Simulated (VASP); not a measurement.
VASP ran on this input.

### KPOINTS
```
kpoints
0
Gamma
  7 7 7
```

**INCAR**
```
SYSTEM=BaTiO3
PREC=Accurate; ENCUT=400; LREAL=.FALSE.
LASPH=.TRUE.
EDIFF=1E-6; NELM=100; ALGO=Normal
LMAXMIX=4
ISMEAR=-1; SIGMA=0.01
GGA=PE
IBRION=2; NSW=50; ISIF=3
EDIFFG=-0.01
LWAVE=.FALSE.; LCHARG=.FALSE.
```

File POSCAR:
```
BaTiO3
1.0
  4.0000000000   0.0000000000   0.0000000000
  0.0000000000   4.0000000000   0.0000000000
  0.0000000000   0.0000000000   4.0000000000
Ba Ti O
1 1 3
Cartesian
  0.0000000000   0.0000000000   0.0000000000
  2.0000000000   2.0000000000   2.0000000000
  2.0000000000   0.0000000000   2.0000000000
  0.0000000000   2.0000000000   2.0000000000
  2.0000000000   2.0000000000   0.0000000000
```

POTCAR, in this order: Ba_sv Ti_sv O (PBE.64 set). Program: vasp_std.

Task: Translate this PBE calculation to Ansatz.

Result: One equivalent input (not run):
Ansatz 0.2 input:
```yaml
crystal:
  lattice:
    - [4.0000000, 0.0000000, 0.0000000]
    - [0.0000000, 4.0000000, 0.0000000]
    - [0.0000000, 0.0000000, 4.0000000]
  atoms:
    - { symbol: Ba, position: [0.0000000, 0.0000000, 0.0000000] }
    - { symbol: Ti, position: [0.5000000, 0.5000000, 0.5000000] }
    - { symbol: O, position: [0.5000000, 0.0000000, 0.5000000] }
    - { symbol: O, position: [0.0000000, 0.5000000, 0.5000000] }
    - { symbol: O, position: [0.5000000, 0.5000000, 0.0000000] }
kpoints:
  mp_grid: { grid: [7, 7, 7] }
hamiltonian:
  xc: pbe
  pseudopotentials: { kind: paw }
scf:
  occupations: { method: fermi_dirac, width: 0.01 }
  max_iter: 100
relax:
  max_steps: 50
  f_tol: 0.01
  cell: {}
output: { forces: true, stress: true, eigenvalues: true }
```
What does not carry over: each code has its own PAW files, so the cut-off isn't converted (ENCUT is set for VASP's; basis.ecutwfc is left out, and Ansatz then takes the one that its files recommend); Ansatz stops its SCF on the density residual and VASP on the energy change (EDIFF).

The structure is a typed BaTiO3 crystal (Pm-3m). This run relaxes it. Symmetry was kept, so distortions that lower it aren't found. The run is one of a series of settings (EDIFFG = -0.01, IBRION = 2, ISIF = 3, NSW = 50 against the base run), some of them coarse on purpose.
